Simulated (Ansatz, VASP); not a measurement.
**Sb (Antimony): VASP beside Ansatz**

Aim: how closely do two programs agree when they are given the same cell, functional and k mesh? The cell is taken from a series of runs on this material, whose earlier steps may have relaxed, scaled, displaced or heated it; both programs get it as it stands.

Method: plane waves, with VASP 6.6.1 beside it; LDA, in Ansatz 0.2.0.

**1. Starting point**

The structure is trigonal, space group R-3m (No. 166). Conventional cell: a = 4.295 Å, b = 4.295 Å, c = 10.963 Å, α = 90.00°, β = 90.00°, γ = 120.00°. Nearest to Sb lie 3 Sb at 2.91 Å.

**2. VASP: zone-centre phonons, LDA**

Second derivatives magnify differences that forces hide, and they need a tight electronic threshold.

Lines of VASP's logs that name or quote its potential files are left out, and so is its time.

Input file INCAR:

```
SYSTEM = Sb
PREC = Accurate
ENCUT = 500
EDIFF = 1E-08
NELM = 120
ISMEAR = 1
SIGMA = 0.2
LREAL = .FALSE.
ALGO = Normal
GGA = PW92
NBANDS = 11
LORBIT = 11
LWAVE = .FALSE.
LCHARG = .FALSE.
ISIF = 2
IBRION = 8
LASPH = .TRUE.
GGA_COMPAT = .FALSE.
KPAR = 2
```

Input file POSCAR:

```
Sb
1.0
    2.1477240465      1.2399890564      3.6543040137
   -2.1477240465      1.2399890564      3.6543040137
    0.0000000000     -2.4799781127      3.6543040137
Sb
2
Direct
    0.2358116615      0.2358116615      0.2358116615
    0.7641883385      0.7641883385      0.7641883385
```

Input file KPOINTS:

```
Automatic mesh
0
Gamma
12 12 12
0 0 0
```

The projector-augmented-wave data sets are Sb (LDA family, release 64).

Launch:

```
$ mpirun -np 2 vasp_std
```

Numbers of over 12 decimals in the logs are rounded to 6 here.

The program printed:

```text
[banner, memory and clock lines left out]
running    2 mpi-ranks, on    1 nodes
 distrk:  each k-point on    1 cores,    2 groups
 distr:  one band on    1 cores,    1 groups

 POSCAR found type information on POSCAR Sb
 POSCAR found :  1 types and       2 ions
|                                                                             |
|               ----> ADVICE to this user running VASP <----                  |
|                                                                             |
|     You enforced a specific xc type in the INCAR file but a different       |
|     [... a line on the potential file left out ...]
|     I HOPE YOU KNOW WHAT YOU ARE DOING!                                     |
|                                                                             |

 LDA part: xc-table for (Slater(with rela. corr.)+PW92), standard interpolation
 POSCAR, INCAR and KPOINTS ok, starting setup
 FFT: planning ... GRIDC
 FFT: planning ... GRID_SOFT
 FFT: planning ... GRID
 WAVECAR not read
 entering main loop
       N       E                     dE             d eps       ncg     rms          rms(c)
DAV:   1     0.362452444755E+02    0.36245E+02   -0.35129E+03  4158   0.694E+02
DAV:   2    -0.762249301748E+01   -0.43868E+02   -0.42504E+02  5641   0.113E+02
DAV:   3    -0.962471415444E+01   -0.20022E+01   -0.19739E+01  5098   0.277E+01
DAV:   4    -0.964387421247E+01   -0.19160E-01   -0.19140E-01  4716   0.311E+00
DAV:   5    -0.964408849085E+01   -0.21428E-03   -0.21428E-03  4804   0.378E-01    0.322E+00
DAV:   6    -0.962801280743E+01    0.16076E-01   -0.36490E-03  4656   0.326E-01    0.192E+00
DAV:   7    -0.961904648618E+01    0.89663E-02   -0.78029E-03  4551   0.472E-01    0.546E-02
DAV:   8    -0.961905512376E+01   -0.86376E-05   -0.21948E-04  4656   0.106E-01    0.177E-02
DAV:   9    -0.961905891078E+01   -0.37870E-05   -0.15023E-05  4773   0.239E-02    0.666E-03
DAV:  10    -0.961905856273E+01    0.34806E-06   -0.16788E-06  4680   0.719E-03    0.980E-04
DAV:  11    -0.961905859728E+01   -0.34553E-07   -0.15642E-07  4767   0.242E-03    0.355E-04
DAV:  12    -0.961905859714E+01    0.13432E-09   -0.10040E-08  2841   0.554E-04
   1 F= -.96190586E+01 E0= -.96198596E+01  d E =0.240300E-02
 Linear response reoptimize wavefunctions to high precision
DAV:   1    -0.961905859739E+01   -0.24227E-09   -0.17028E-09  3758   0.281E-04
DAV:   2    -0.961905859739E+01   -0.77307E-11   -0.11811E-10  2427   0.823E-05
 Linear response DOF=           2
 Linear response progress:
  Degree of freedom:   1/  2
       N       E                     dE             d eps       ncg     rms          rms(c)
RMM:   1    -0.260413087124E-01   -0.26041E-01    0.21445E-02 38919   0.122E+00
RMM:   2    -0.256730778526E-01    0.36823E-03   -0.17666E-03 30092   0.253E-01    0.494E-02
RMM:   3    -0.256733792727E-01   -0.30142E-06   -0.51707E-05 31749   0.416E-02    0.291E-02
RMM:   4    -0.257204113201E-01   -0.47032E-04   -0.25586E-05 31877   0.201E-02    0.234E-03
RMM:   5    -0.257262116608E-01   -0.58003E-05   -0.19837E-06 32481   0.380E-03    0.103E-03
RMM:   6    -0.257275612371E-01   -0.13496E-05    0.12221E-07 31040   0.916E-04    0.312E-04
RMM:   7    -0.257267165512E-01    0.84469E-06    0.19702E-07 33020   0.231E-04    0.887E-05
RMM:   8    -0.257266910184E-01    0.25533E-07    0.33759E-08 33712   0.482E-05    0.198E-05
RMM:   9    -0.257266873551E-01    0.36633E-08   -0.10526E-08 33550   0.136E-05    0.190E-06
 first order change of Fermi-energy  -0.19953E-04
 force on displaced ion       1 direction 1 :  -2.029   0.000   0.000
 Linear response progress:
  Degree of freedom:   2/  2
       N       E                     dE             d eps       ncg     rms          rms(c)
RMM:   1    -0.271121798139E-01   -0.27112E-01    0.14167E-02  8132   0.123E+00
RMM:   2    -0.258093235807E-01    0.13029E-02   -0.17371E-03  6480   0.263E-01    0.484E-02
RMM:   3    -0.257121103968E-01    0.97213E-04   -0.47095E-05  6904   0.455E-02    0.289E-02
RMM:   4    -0.256438791581E-01    0.68231E-04   -0.27581E-05  6729   0.252E-02    0.711E-03
RMM:   5    -0.256511084679E-01   -0.72293E-05   -0.84884E-07  6961   0.518E-03    0.247E-03
RMM:   6    -0.256528355070E-01   -0.17270E-05   -0.59477E-08  7024   0.108E-03    0.788E-04
RMM:   7    -0.256521128544E-01    0.72265E-06    0.11094E-08  7087   0.333E-04    0.209E-04
RMM:   8    -0.256521407814E-01   -0.27927E-07    0.23615E-09  7183   0.567E-05    0.266E-05
RMM:   9    -0.256521610036E-01   -0.20222E-07   -0.18218E-09  7199   0.217E-05    0.152E-05
RMM:  10    -0.256521590159E-01    0.19877E-08   -0.20764E-09  7276   0.853E-06    0.308E-06
 first order change of Fermi-energy  -0.45313E+00
 force on displaced ion       1 direction 3 :   0.000  -0.000  -4.734
 Linear response finished
```

Parts of OUTCAR (step 2):

```text
ion  position               nearest neighbor table
   1  0.236  0.236  0.236-   2 2.91   2 2.91   2 2.91   2 3.27   2 3.27   2 3.27
   2  0.764  0.764  0.764-   1 2.91   1 2.91   1 2.91   1 3.27   1 3.27   1 3.27

  LATTYP: Found a trigonal (rhomboedric) cell.
 ALAT       =     4.4163592771
 COS(alpha) =     0.5270032445

 Subroutine GETGRP returns: Found 12 space group operations
 (whereof 12 operations were pure point group operations)

The static configuration has the point symmetry D_3d.

 Found    189 irreducible k-points:

   k-points           NKPTS =    189   k-points in BZ     NKDIM =    189   number of bands    NBANDS=     11

   dimension x,y,z NGX =    32 NGY =   32 NGZ =   32
   dimension x,y,z NGXF=    64 NGYF=   64 NGZF=   64

   ENCUT  =  500.0 eV  36.75 Ry    6.06 a.u.   8.05  8.05  8.05*2*pi/ulx,y,z

   NELECT =      10.0000    total number of electrons

 k-points in reciprocal lattice and weights: Automatic mesh
   0.00000000  0.00000000  0.00000000       0.001
   0.08333333 -0.00000000 -0.00000000       0.003
   0.16666667  0.00000000 -0.00000000       0.003
   0.25000000  0.00000000  0.00000000       0.003
   0.33333333  0.00000000 -0.00000000       0.003
   0.41666667  0.00000000  0.00000000       0.003
   0.50000000  0.00000000  0.00000000       0.002
   0.08333333  0.08333333 -0.00000000       0.003
   0.16666667  0.08333333  0.00000000       0.007
[...]
-0.41666667  0.50000000  0.41666667       0.003
   0.50000000  0.50000000  0.50000000       0.001

 average (electrostatic) potential at core
       1 -86.3790       2 -86.3790

  Total        0.1071747      0.1071747      0.0769886     -0.0000000      0.0000000      0.0000000
  in kB        2.9406992      2.9406992      2.1124429     -0.0000000      0.0000000      0.0000000
  external PRESSURE =       2.6646137 kB  Pullay stress =       0.0000000 kB

  energy-cutoff  :      500.00
  volume of cell :       58.39
      direct lattice vectors                 reciprocal lattice vectors
     2.147724047  1.239989056  3.654304014     0.232804583  0.134409788  0.091216640
    -2.147724047  1.239989056  3.654304014    -0.232804583  0.134409788  0.091216640
     0.000000000 -2.479978113  3.654304014     0.000000000 -0.268819577  0.091216640

 POSITION                                       TOTAL-FORCE (eV/Angst)
 -----------------------------------------------------------------------------------
      0.00000      0.00000      2.58518         0.000000      0.000000      0.060726
      0.00000      0.00000      8.37773         0.000000     -0.000000     -0.060726
 -----------------------------------------------------------------------------------
    total drift:                                0.000000     -0.000000      0.000000

 Eigenvectors and eigenvalues of the dynamical matrix
 ----------------------------------------------------

   1 f  =    4.359628 THz    27.392349 2PiTHz  145.421530 cm-1    18.029964 meV
             X         Y         Z           dx          dy          dz
      0.000000  0.000000  2.585183    -0.000000    0.000000    0.707107
      0.000000  0.000000  8.377730     0.000000   -0.000000   -0.707107

   2 f  =    2.854378 THz    17.934585 2PiTHz   95.211796 cm-1    11.804753 meV
             X         Y         Z           dx          dy          dz
      0.000000  0.000000  2.585183    -0.707107    0.000005   -0.000000
      0.000000  0.000000  8.377730     0.707107   -0.000005    0.000000

   3 f  =    2.854378 THz    17.934585 2PiTHz   95.211796 cm-1    11.804753 meV
             X         Y         Z           dx          dy          dz
      0.000000  0.000000  2.585183    -0.000005   -0.707107    0.000000
      0.000000  0.000000  8.377730     0.000005    0.707107   -0.000000

   4 f  =    0.000000 THz     0.000000 2PiTHz    0.000001 cm-1     0.000000 meV
             X         Y         Z           dx          dy          dz
      0.000000  0.000000  2.585183    -0.192468   -0.493693    0.468212
      0.000000  0.000000  8.377730    -0.192468   -0.493693    0.468212

   5 f/i=    0.000000 THz     0.000000 2PiTHz    0.000000 cm-1     0.000000 meV
             X         Y         Z           dx          dy          dz
      0.000000  0.000000  2.585183     0.678219   -0.100197    0.173146
      0.000000  0.000000  8.377730     0.678219   -0.100197    0.173146

   6 f/i=    0.000000 THz     0.000000 2PiTHz    0.000002 cm-1     0.000000 meV
             X         Y         Z           dx          dy          dz
      0.000000  0.000000  2.585183    -0.054543    0.496213    0.500797
      0.000000  0.000000  8.377730    -0.054543    0.496213    0.500797

 ELASTIC MODULI CONTR FROM IONIC RELAXATION (kBar)
 Direction    XX          YY          ZZ          XY          YZ          ZX
 --------------------------------------------------------------------------------
 XX        -100.1695    -80.0343   -142.7076     -0.0000     43.9264      0.0000
 YY         -80.0343   -100.1695   -142.7076      0.0000    -43.9264     -0.0000
 ZZ        -142.7076   -142.7076   -226.0269     -0.0000     -0.0000      0.0000
 XY          -0.0000      0.0000     -0.0000    -10.0676      0.0000     41.5540
 YZ          43.9264    -43.9264     -0.0000      0.0000   -191.6573     -0.0000
 ZX           0.0000     -0.0000      0.0000     41.5540     -0.0000   -171.5137
 --------------------------------------------------------------------------------
```

**3. Ansatz: zone-centre phonons, LDA**

Ansatz runs on its PAW soft_1 files.

The same cell, functional (in two slightly different forms), mesh and smearing now go to Ansatz, which takes its cutoff from its data sets.

Input file input.yaml:

```yaml
crystal:
  lattice:
    - [2.1477240465, 1.2399890564, 3.6543040137]
    - [-2.1477240465, 1.2399890564, 3.6543040137]
    - [0.0, -2.4799781127, 3.6543040137]
  atoms:
    - { symbol: Sb, position: [0.2358116615, 0.2358116615, 0.2358116615] }
    - { symbol: Sb, position: [0.7641883385, 0.7641883385, 0.7641883385] }
kpoints:
  mp_grid: { grid: [12, 12, 12] }
hamiltonian:
  xc: lda
  pseudopotentials: { kind: paw, azcp: { folder: soft_1 }, xc_functional: pbe }
scf:
  occupations: { method: methfessel_paxton, width: 0.2 }
output:
  eigenvalues: true
phonons:
  method: dfpt
```

Launch:

```
$ ansatz run input.yaml --threads 4 --pin off --max-ram 10240MiB --backend cpu --events-out ev --progress --plain --runs-dir out
```

The program printed:

```text
Engine: ansatz 0.2.0, x86_64-unknown-linux-gnu
Pseudopotentials: kind: paw
Pseudopotential: Sb, paw, valence charge 15, recommended cutoff 420 eV (normal), soft_1/Sb.paw.azcp
Functional definition: SPW92
  exchange = slater_x
  correlation = pw_c
Crystal: 2 atoms, lattice volume = 58.392 Å³
Basis set: ecut = 420 eV, 1153 PW (Γ), exchange–correlation on 60×60×60 points (8 copies of the dense FFT grid, shifted against one another)
Bands: 19, of which v1, the nominal top of the filled ones, is band 15 counted from 1 (14 counted from 0)
Symmetry: 12 space group operations
k-points: 476 of 1728 (irreducible under 2 space group operations, time reversal used)
Non-local potential: Sb, projectors of the file, l = 0: 2, l = 1: 2, l = 2: 2, l = 3: 1
PAW form: soft (Blöchl's): semilocal exchange-correlation on the pseudo side does not see the compensation charge
PAW frozen core: Sb, regenerated for the run's functional, and the local potential with it (the file was generated under x = pbe(κ = 0.804, μ = 0.219515), c = pbe(β = 0.066725))
PAW one-centre angular grid: Sb, 590 points (default); XC on 64 Gauss nodes
Initial density: superposition of atomic densities (chi_scale 0.1, normalization cell)
Initial wavefunctions: pseudopotential atomic-orbital guess
Functional: x = slater, c = lda
SCF iter   1: F=—  HF=-12671.795154 eV  |F-HF|=—  |Δ(HF+E_count)|=         —  Δρ=1.50e-2  dr2=1.07e-1  ethr=3.10e-3  ⟨swp⟩=6.0  Hψ=48203  notcnv=0
preconditioner: auto → Kerker (q_TF=auto, 2.442 Å⁻¹)  [metal: Δε(μ)=0.111 eV  Ē_g=8.838 eV  σ=0.200 eV  W_gap=0.43  n_scr=14 (ndim 8)  ℏωp=15.4 eV  f_vac=0.000  D(μ)=0.14/eV (n_scr^D=0)]
SCF iter   2: F=—  HF=-12671.777338 eV  |F-HF|=—  |Δ(HF+E_count)|=   1.78e-2  S|Δr|=    0.00e0  Δρ=9.53e-3  dr2=4.65e-2  ethr=3.57e-4  ⟨swp⟩=1.1  Hψ=12922  notcnv=0
SCF iter   3: F=—  HF=-12671.768103 eV  |F-HF|=—  |Δ(HF+E_count)|=   9.23e-3  S|Δr|=    0.00e0  Δρ=1.42e-3  dr2=1.94e-3  ethr=1.55e-4  ⟨swp⟩=1.8  Hψ=14341  notcnv=0
SCF iter   4: F=—  HF=-12671.767909 eV  |F-HF|=—  |Δ(HF+E_count)|=   1.94e-4  S|Δr|=    0.00e0  Δρ=4.90e-4  dr2=2.22e-4  ethr=6.46e-6  ⟨swp⟩=1.5  Hψ=10598  notcnv=0
SCF iter   5: F=—  HF=-12671.767922 eV  |F-HF|=—  |Δ(HF+E_count)|=   1.33e-5  S|Δr|=    0.00e0  Δρ=1.08e-4  dr2=6.06e-6  ethr=7.40e-7  ⟨swp⟩=2.1  Hψ=11288  notcnv=0
SCF iter   6: F=—  HF=-12671.767921 eV  |F-HF|=—  |Δ(HF+E_count)|=   1.54e-6  S|Δr|=    0.00e0  Δρ=2.88e-5  dr2=3.10e-7  ethr=2.02e-8  ⟨swp⟩=2.0  Hψ=16225  notcnv=0
SCF iter   7: F=—  HF=-12671.767921 eV  |F-HF|=—  |Δ(HF+E_count)|=   2.74e-7  S|Δr|=    0.00e0  Δρ=8.77e-6  dr2=3.46e-8  ethr=1.03e-9  ⟨swp⟩=2.0  Hψ=16283  notcnv=0
SCF iter   8: F=—  HF=-12671.767921 eV  |F-HF|=—  |Δ(HF+E_count)|=  1.38e-10  S|Δr|=    0.00e0  Δρ=1.69e-6  dr2=2.82e-9  ethr=1.15e-10  ⟨swp⟩=2.9  Hψ=16418  notcnv=0
SCF iter   9: F=—  HF=-12671.767921 eV  |F-HF|=—  |Δ(HF+E_count)|=  8.73e-11  S|Δr|=    0.00e0  Δρ=4.96e-7  dr2=2.09e-10  ethr=9.41e-12  ⟨swp⟩=2.0  Hψ=10614  notcnv=0
SCF iter  10: F=—  HF=-12671.767921 eV  |F-HF|=—  |Δ(HF+E_count)|=  4.00e-11  S|Δr|=    0.00e0  Δρ=1.59e-7  dr2=1.34e-11  ethr=1.00e-12  ⟨swp⟩=2.1  Hψ=15476  notcnv=0
SCF iter  11: F=-12671.767921 eV  HF=-12671.767921 eV  |F-HF|=9.09e-12  |Δ(HF+E_count)|=  3.64e-12  S|Δr|=    0.00e0  Δρ=5.94e-8  dr2=2.25e-12  ethr=1.00e-12  ⟨swp⟩=5.3  Hψ=39039  notcnv=0
SCF 1 converged in 11 iterations: F = -12671.767921 eV  dr2 = 2.25e-12
  greatest PAW one-centre occupation: 0.997 electrons in one spin orbital (limit 2), on the Sb atom at site 1 (counted from 0), in its partial waves of l = 2
DFPT response loops at Γ: preconditioner auto → Kerker (q_TF=auto, 2.442 Å⁻¹) (partly filled bands, converged f_vac=0.000); β = 1.00, the filter's whole step (`scf.mixing.beta` (0.50) is not read by the response loops under this deck's `scf.mixing.preconditioner`; to damp them name `kerker` or `kerker_dos`, under which they read `scf.mixing.beta`, and type it under 1.00, their step now; both keys bind the ground state too); Broyden in place of MSR1
SCF converged after 11 iterations
Stability not checked: this state was not tested for a lower state beside it, because cold or Methfessel-Paxton smearing, or corrected tetrahedra, fill the levels in a way that the test cannot read (fill_not_monotonic; see scf.lower_state_search)
Free energy (F): -12671.767921 eV
Harris-Foulkes:  -12671.767921 eV  (|F-HF|=9.09e-12)
Internal energy: -12671.770317 eV  (E = F + TS)
E sigma→0 (E₀):  -12671.768520 eV
Entropy (-TS):   0.002396 eV (1.198 meV/atom)
Fermi energy:    10.434635 eV
--- Per-component energies (eV) ---
  E_band       = -325.253961
  E_kinetic    = 328.808887
  E_local      = -3116.343724  (includes V_loc(G=0)·N_el)
  E_nonlocal   = 787.601625
  E_hartree    = 1288.291678
  E_xc         = -198.071460
  E_vxc        = -183.703950  (∫ρ·V_xc dr)
  E_paw        = -8789.636659  (= ΣΔE_a)
  E_vpaw       = -718.200403  (= ΣTr[D̂ρ^β])
  E_aug_tail   = 0.000249  (compensation charges beyond the density's cutoff)
  E_ewald      = -2973.538536
  E_core_change = 1.117622  (= ΣΔE_core)
  E_smearing   = 0.002396  (= −TS)
  E_closure    = -0.000000  (closes the sum)
  Σ components = -12671.767921   (vs F -12671.767921, Δ=0.00e0)
--- Band table (eV; the first three rows and the last of 476) ---
  k-point 0: bands = [... 11 lower, 5.7020, 8.4766, 8.6096, 8.6096, 12.8161, 13.3041, 13.3041, 15.5267]
  k-point 1: bands = [... 11 lower, 5.3145, 8.4986, 8.6013, 8.8005, 12.7213, 13.0770, 13.0776, 15.2116]
  k-point 2: bands = [... 11 lower, 4.4305, 8.5196, 8.5862, 9.1720, 12.3473, 12.5164, 12.5379, 15.0543]
  k-point 475: bands = [... 11 lower, 1.1847, 9.1858, 9.1858, 9.9779, 10.4032, 10.4032, 11.4000, 17.8341]
--- Phonons (Γ-DFPT): 2 representative perturbations + reference, on 476 of 1728 k-points (Σ response iterations 6) ---
  k mesh reduced under 2 symmetry operations, with k and −k counted as one. Each operation leaves every solved perturbation unchanged. A smaller set is not used because it would not reduce the number of displacements times k-points to solve
  ASR residual: 3.341e-5 → 0.000e0 eV/Å²; symmetrization residual: 1.572e-5 eV/Å²
  ASR residual per site (eV/Å²): 3.34e-5 3.34e-5
  Γ frequencies (cm⁻¹): 0.00 0.00 0.00 91.14 91.14 142.51
  non-analytic LO–TO correction: not included (Born effective charges unavailable; polar crystals: no LO–TO splitting at Γ)
```

In the SCF lines HF is the Harris–Foulkes energy and dr2 the Hartree energy of the density residual, in eV; the loop may stop once dr2 is under the threshold and the program's other checks hold. Hψ counts applications of the Hamiltonian.

**4. Differences**

Known differences besides the potentials themselves: the data sets hold 30 valence electrons in Ansatz (on its PAW soft_1 files) and 10 in VASP; the cutoff is 420 eV in Ansatz and 500 eV in VASP; VASP's log shows a relativistic correction to its local exchange, Ansatz's none. Total energies have different zeros and are not compared.

Compared:

```tsv
quantity	Ansatz	VASP	difference
optical mode 1 to 2 (cm⁻¹)	91.1	95.2	-4.28 %
optical mode 3 (cm⁻¹)	142.5	145.4	-2.00 %
```

Modes are paired by rising frequency, not by their patterns, so a pair may set unlike modes beside each other; they are those without the splitting of longitudinal modes.

**5. What came out**

| Quantity | Value |
| --- | --- |
| r.m.s. difference of the optical zone-centre modes, each program's sorted by frequency (zone-centre phonons, LDA) | 3.7 cm⁻¹ |
| difference in optical mode 1 to 2 (zone-centre phonons, LDA) | -4.3 % |

In words: The r.m.s. difference of the optical zone-centre modes, each program's sorted by frequency is 3.7 cm⁻¹ (zone-centre phonons, LDA). The data sets hold unlike numbers of valence electrons (30 in Ansatz and 10 in VASP), so part of the differences may come from the potentials. Among the rows given in per cent, the largest difference of the zone-centre phonons, LDA pair is in optical mode 1 to 2, -4.3 %. How closely two codes agree says nothing of how well the functional describes the real material.

[Lines on the potential files, build, host, timing and source positions are cut from VASP's logs without a mark.]

[Logs are printed without paths, hosts, clocks, repeated set-up lines and the standing remarks that a program may print on its own settings, such as how far it seeks lower states.]

[Hosts, paths, dates, database ids (printed as entryN), source tags and the programs' standing remarks are cut or masked in the printed files.]
